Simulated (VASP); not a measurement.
Wanted: the native input for a VASP 6.6.1 run.

* Task: single point
* Functional: PBE
* Potentials or basis: VASP PAW PBE potentials, release 64 (Zr_sv, Hf_pv, Se)
* Cutoff: 520 eV
* k mesh: 6 × 6 × 2
* Occupations: gaussian, width 0.15 eV
* Spin: no spin polarisation
* Further INCAR settings: PREC = Normal; LREAL = Auto; ALGO = Fast; EDIFF = 1e-05; NBANDS = 71

The structure of HfZr2Se4 lies in POSCAR:

```
HfZr2Se4
1.0
    7.2198590000     -1.8280900000      0.0000000000
    7.2198590000      1.8280900000      0.0000000000
   -6.1436260000      0.0000000000     12.0233620000
Zr Hf Se
4 2 8
Direct
    0.2541610000      0.2541610000      0.1514635000
    0.2541610000      0.2541610000      0.6514635000
    0.7458390000      0.7458390000      0.3485365000
    0.7458390000      0.7458390000      0.8485365000
    0.0000000000      0.0000000000      0.0000000000
    0.0000000000      0.0000000000      0.5000000000
    0.3673620000      0.3673620000      0.0175015000
    0.3673620000      0.3673620000      0.5175015000
    0.6326380000      0.6326380000      0.4824985000
    0.6326380000      0.6326380000      0.9824985000
    0.1048450000      0.1048450000      0.2203900000
    0.1048450000      0.1048450000      0.7203900000
    0.8951550000      0.8951550000      0.2796100000
    0.8951550000      0.8951550000      0.7796100000
```

The cell was built by a generator and needn't be a form met in nature.

These files were run (other wordings do the same):

INCAR

```
  PREC = Normal
  ENCUT = 520
  EDIFF = 1E-5
  ISMEAR = 0
  SIGMA = 0.15
  LREAL = Auto
  LASPH = T
  NELM = 80
  ALGO = Fast
  ISIF = 2
  LWAVE = F
  LCHARG = F
  GGA = PE
  NBANDS = 71
```

KPOINTS

```
regular mesh
0
Gamma
  6 6 2
```

Potentials or basis: VASP PAW PBE potentials, release 64 (Zr_sv, Hf_pv, Se).

Command:

```bash
$ cat potpaw_PBE.64/Zr_sv/POTCAR potpaw_PBE.64/Hf_pv/POTCAR potpaw_PBE.64/Se/POTCAR > POTCAR
$ mpirun -np 1 vasp_std > vasp.out
```

Results of the run:

* Pressure: 0.0 GPa
* Largest force: 0.083 eV/Å
* Band gap on the k mesh: none (metal or under the smearing width)

It took 14 min on 1 thread of Intel(R) Xeon(R) Platinum 8488C (Sapphire Rapids), on a shared host, peak memory 0.59 GiB.
